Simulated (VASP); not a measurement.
The system is Ce.

```
CELL_PARAMETERS angstrom
0.00000 2.58060 2.58060
2.58060 0.00000 2.58060
2.58060 2.58060 0.00000
ATOMIC_POSITIONS crystal
Ce 0.00000 0.00000 0.00000
```

* Program: VASP 6.6.1
* Task: relaxation of cell and atoms
* Functional: PBEsol
* Potentials or basis: VASP PAW PBE potentials, release 64 (Ce)
* Cutoff: 600 eV
* k mesh: 11 × 11 × 11
* Occupations: fermi-dirac, width 0.1 eV
* Spin: no spin polarisation

At the start: pressure -7.8 GPa; volume 34.37 Å³/atom.

Q: How do energy, volume and symmetry change on relaxing?

A: Over 11 steps the energy falls by 332.4 meV/atom and the volume is 24.21 Å³/atom (-29.6 %); space group Fm-3m (No. 225, to 0.05 Å).

Step by step:
```
step  energy change (eV)  largest force (eV/Å)  pressure (GPa)  volume (Å³)
   1              0.0000                0.0000           -7.83        34.37
   2             -0.3024                0.0000           -3.63        26.68
   3             -0.3321                0.0000           -0.40        24.48
   4             -0.3324                0.0000           -0.12        24.25
   5             -0.3323                0.0000            0.20        24.07
   6             -0.3324                0.0000            1.56        24.18
   7             -0.3319                0.0000           -0.74        24.53
   8             -0.3322                0.0000           -0.45        24.42
   9             -0.3324                0.0000           -0.21        24.28
  10             -0.3324                0.0000           -0.10        24.23
  11             -0.3324                0.0000           -0.06        24.21
```

Final structure:
```yaml
crystal:
  lattice:
    - [0.00000, 2.29600, 2.29600]
    - [2.29600, 0.00000, 2.29600]
    - [2.29600, 2.29600, 0.00000]
  atoms:
    - { symbol: Ce, position: [0.00000, 0.00000, 0.00000] }
```

Caveat: the electronic state changed during the relaxation; the volume moved by over 15 % at a fixed basis, so the end points are rough; the PAW data sets were made with another functional, which shifts forces and pressure a little; the volume moved by -30 % from the deposited cell, more than functionals usually miss.
